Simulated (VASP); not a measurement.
OSZICAR of a VASP run on Ti (relaxed from the omega structure, space group P6/mmm):

OSZICAR:
```
       N       E                     dE             d eps       ncg     rms          rms(c)
DAV:   1     0.377878658784E+03    0.37788E+03   -0.17105E+04  2120   0.178E+03
DAV:   2     0.234620865422E+00   -0.37764E+03   -0.37378E+03  2130   0.534E+02
DAV:   3    -0.472484443000E+02   -0.47483E+02   -0.46581E+02  4084   0.161E+02
DAV:   4    -0.516553671275E+02   -0.44069E+01   -0.43760E+01  3080   0.403E+01
DAV:   5    -0.518761780145E+02   -0.22081E+00   -0.22075E+00  3380   0.862E+00    0.181E+01
DAV:   6    -0.403578755051E+02    0.11518E+02   -0.30332E+01  2666   0.672E+01    0.246E+00
DAV:   7    -0.375125326276E+02    0.28453E+01   -0.41944E+00  3288   0.159E+01    0.241E+00
DAV:   8    -0.388030230073E+02   -0.12905E+01   -0.15052E+00  3028   0.792E+00    0.208E+00
DAV:   9    -0.388679924128E+02   -0.64969E-01   -0.33153E-01  2880   0.600E+00    0.137E+00
DAV:  10    -0.387705827420E+02    0.97410E-01   -0.33513E-01  2564   0.657E+00    0.149E+00
DAV:  11    -0.388711235815E+02   -0.10054E+00   -0.23914E-01  2568   0.468E+00    0.224E-01
DAV:  12    -0.388678399813E+02    0.32836E-02   -0.16302E-02  2740   0.116E+00    0.125E-01
DAV:  13    -0.388699578646E+02   -0.21179E-02   -0.69077E-03  2226   0.805E-01    0.583E-02
DAV:  14    -0.388717761698E+02   -0.18183E-02   -0.11772E-03  2604   0.314E-01    0.203E-02
DAV:  15    -0.388717277061E+02    0.48464E-04   -0.15731E-04  3292   0.970E-02    0.179E-02
DAV:  16    -0.388719604841E+02   -0.23278E-03   -0.12526E-04  2256   0.117E-01    0.143E-02
DAV:  17    -0.388719455130E+02    0.14971E-04   -0.37889E-05  2846   0.569E-02    0.409E-03
DAV:  18    -0.388719464255E+02   -0.91250E-06   -0.56274E-06  2332   0.224E-02
   1 F= -.38871946E+02 E0= -.38872411E+02  d E =-.388719E+02
```

Which electronic solver shows in the log?

It is blocked Davidson (ALGO = Normal, or the opening steps of other solvers). The INCAR had ALGO = Normal.

Can the final energy be trusted as converged?

The calculation finished and met its thresholds. It stopped with EDIFF = 1E-6, NELM = 100, NSW = 60 and EDIFFG = -0.02 after 1 ionic step (r2SCAN meta-GGA, plane waves, VASP's PBE PAW potentials (set 64)).

The structure was generated: Ti was put into the omega type (P6/mmm), which need not be its known phase. It was relaxed first. The start is the result of an earlier pass.
